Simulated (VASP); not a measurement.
Shape and ions are relaxed at each volume.

Consider the following.

AlN is modelled in the hexagonal space group P6₃mc (No. 186), the wurtzite structure, Pearson symbol hP4. Conventional cell: a = b = 3.128 Å, c = 5.014 Å, α = β = 90.00°, γ = 120.00°. Al on 2b has 4 N at 1.901–1.914 Å (tetrahedral). N on 2b sees 4 Al at 1.901–1.914 Å (tetrahedral). (Neighbours: up to the widest gap in distance over summed covalent radii, below 1.35, at either atom; cation-cation and far metal-metal contacts left out.)

All values below come from PW91 GGA, VASP's PBE PAW potentials (set 64) (plane waves; VASP). Settings: 520 eV cut-off, 8×8×5 Γ-centred mesh, Gaussian smearing of 0.050 eV, potentials Al N.

Question: Give the energy at these volumes per atom, relative to the lowest: 9.98, 10.30, 10.62, 10.94, 11.26 Å³.

Answer: 26.0, 6.2, 0.0, 5.4, 20.9 meV/atom. A third-order Birch-Murnaghan fit gives B0 = 195 GPa and B0′ = 3.9.

Measured: bulk modulus 208 GPa (computed value off by -6.4 %), as given by J. Phys. Chem. B 108, 11506, doi 10.1021/jp048396e, abstract (bulk AlN value quoted). The calculation is for a static lattice, while the measured bulk modulus holds thermal and zero-point effects, which are part of the difference.

The compound is AlN in the wurtzite structure. It was relaxed first.
